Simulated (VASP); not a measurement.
Given:

```xyz
2
Lattice="0.0000 3.1078 3.1078 3.1078 0.0000 3.1078 3.1078 3.1078 0.0000" Properties=species:S:1:pos:R:3 pbc="T T T"
Pb     0.0000     0.0000     0.0000
Se     3.1078     3.1078     3.1078
```

Computed with PBE GGA, VASP's PBE PAW potentials (set 64) (plane waves; VASP). Numerical set-up: 520 eV cut-off, 8×8×8 Γ-centred mesh, tetrahedra with Blöchl corrections, potentials Pb_d Se.

Unless said otherwise, spin-orbit coupling is left out, though it shifts the bands of the heavy elements here.

Question: Estimate the energy per atom (σ→0), band gap (on the k-mesh) with the smallest direct gap where there is one.

Answer: 
```json
{
 "band gap (on the k-mesh)": "0.43 eV",
 "smallest direct gap (on the k-mesh)": "0.43 eV",
 "energy per atom (σ→0)": "-4099 meV/atom"
}
```

Total energies compare only between runs with the same potentials, cut-off and functional.

The compound is PbSe in the rock salt structure. It was relaxed first.
